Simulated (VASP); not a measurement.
```yaml
crystal:
  lattice:
    - [3.31327, 0.00000, 0.00000]
    - [-1.65664, 2.86938, 0.00000]
    - [0.00000, 0.00000, 3.23359]
  atoms:
    - { symbol: Nb, position: [0.00000, 0.00000, 0.00000] }
    - { symbol: P, position: [0.66667, 0.33333, 0.50000] }
```

Level of theory: PBE GGA with D3 dispersion (zero damping), VASP's PBE PAW potentials (set 64) (plane waves; VASP). Run with 400 eV cut-off, 8×8×7 Γ-centred mesh, Gaussian smearing of 0.050 eV, potentials Nb_sv P.

Task: Give the stress tensor in GPa (positive for a compressed cell).

Result: 
```
2.67  0.00  0.00
0.00  2.67  0.00
0.00  0.00  8.14
```
The pressure is its mean diagonal, 4.49 GPa.

The structure was generated: NbP was put into the WC type (P-6m2), which need not be its known phase. The cell was not relaxed at this level. The run is one of a series of settings (IVDW = 11 against the base run), some of them coarse on purpose.
